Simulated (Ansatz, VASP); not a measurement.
## YbB2 in VASP and in Ansatz

Contents of INCAR:

```
SYSTEM = YbB2
PREC = Accurate
ENCUT = 520
EDIFF = 1E-7
ISMEAR = -1
SIGMA = 0.05
LREAL = .FALSE.
LASPH = .TRUE.
NELM = 100
ALGO = Normal
ISIF = 2
LWAVE = .FALSE.
LCHARG = .FALSE.
ISPIN = 2
MAGMOM = 1 0 0
LORBIT = 11
LMAXMIX = 6
GGA = PE
NBANDS = 26
```

File KPOINTS:

```
regular mesh
0
G
  9 9 7
  0 0 0
```

File POSCAR:

```
YbB2
1.0
    3.3140475567      0.0000000000      0.0000000000
   -1.6570237784      2.8700493734      0.0000000000
    0.0000000000      0.0000000000      3.8046852469
Yb B
1 2
Direct
    0.0000000000      0.0000000000      0.0000000000
    0.6666666667      0.3333333333      0.5000000000
    0.3333333333      0.6666666667      0.5000000000
```

Contents of input.yaml:

```yaml
crystal:
  lattice:
    - [3.3140475567, 0.0, 0.0]
    - [-1.6570237784, 2.8700493734, 0.0]
    - [0.0, 0.0, 3.8046852469]
  atoms:
    - { symbol: Yb, position: [0.0, 0.0, 0.0], spin: 1.0 }
    - { symbol: B, position: [0.6666666667, 0.3333333333, 0.5] }
    - { symbol: B, position: [0.3333333333, 0.6666666667, 0.5] }
hamiltonian:
  xc: pbe
  pseudopotentials: { kind: paw }
magnetization:
  spin_polarized: true
kpoints:
  mp_grid: { grid: [9, 9, 7] }
scf:
  occupations: { method: fermi_dirac, width: 0.05 }
output:
  forces: true
  stress: true
  eigenvalues: true
```

Change from the starting cell: volume scaled by 1.06.

Alike in both runs: task single point; functional PBE; k mesh 9 × 9 × 7; occupations fermi-dirac, width 0.05 eV; collinear spin, ferromagnetic start.

```csv
,VASP,Ansatz
version,VASP 6.6.1,Ansatz 0.2.0
potentials or method,"VASP PAW PBE potentials, release 64 (Yb, B)",Ansatz PAW
plane-wave cutoff (eV),520,420
valence electrons in the cell,30,30
```

|  | VASP | Ansatz | Ansatz less VASP |
| --- | --- | --- | --- |
| gap on the k mesh at the Fermi level (eV) | none | none | - |
| pressure (GPa) | -5.6 | -5.8 | -0.27 |
| largest component of the traceless stress (GPa) | 5.81 | 5.76 | -0.054 |
| net moment per atom (μB) | 0.02 | 0.02 | +0.003 |
| size of the moment on the site where the two differ most (μB) | 0.05 | 0.06 | +0.009 |

Site moments also hang on the region over which each program counts them. A gap of «none» marks a metal or a gap that the smearing closes. With one functional, cell and mesh, what is left measures potentials, basis and numerics.

Caveats: spin-orbit coupling is left out, which moves the levels of the heavy elements; without U or exact exchange the open f shell lies at the Fermi level, which spoils levels, moments and volumes; the starting moments weren't kept (Ansatz). The state reached can hang on the start; a lower one may exist.
